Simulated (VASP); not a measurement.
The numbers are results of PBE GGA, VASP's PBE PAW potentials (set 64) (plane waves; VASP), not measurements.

VASP input:

File POSCAR:
```
PtSe2
10.160
  0.1835629921  -0.3179404528   0.0000000000
  0.1835629921   0.3179404528   0.0000000000
  0.0000000000   0.0000000000   0.5000000000
Pt Se
1 2
Cartesian
  0.0000000000   0.0000000000   0.0000000000
  0.1835629921   0.1059803629   0.1275000000
  0.1835629921  -0.1059803629   0.3725000000
```

KPOINTS:
```
Automatic
0
G
6 6 4
```

**INCAR**
```
GGA = PE   # PBE
EDIFF = 1E-6
LWAVE = F
LASPH = T   # aspherical one-centre terms
PREC = Accurate
LCHARG = F
NELM = 100   # most electronic steps
LMAXMIX = 6   # l cut-off of mixed one-centre charges
SYSTEM = PtSe2
SIGMA = 0.05   # width (eV)
ENCUT = 300   # plane-wave cut-off (eV)
ISIF = 2   # forces and stress, cell fixed
ISMEAR = 0   # Gaussian
LREAL = F   # projection in real space or not
ALGO = Normal   # blocked Davidson
```

POTCAR, in this order: Pt Se (PBE.64 set). Program: vasp_std.

Problem. What will the output report for the number of irreducible k-points (NKPTS), number of bands (NBANDS), largest plane-wave count, number of space-group operations, FFT grid (NGX, NGY, NGZ)?

Solution. 
The number of irreducible k-points (NKPTS) is 24. The number of bands (NBANDS) comes out as 15. The largest plane-wave count comes out as 740. The number of space-group operations comes out as 12. The FFT grid (NGX, NGY, NGZ) comes out as 24 × 24 × 30.

The compound is PtSe2 in the 1T layered structure. The cell was not relaxed at this level. The k-mesh is coarse (spacing up to 0.32 per Å, 2π included), so the numbers may not be converged in it. The run is one of a series of settings (ENCUT = 300 against the base run), some of them coarse on purpose.
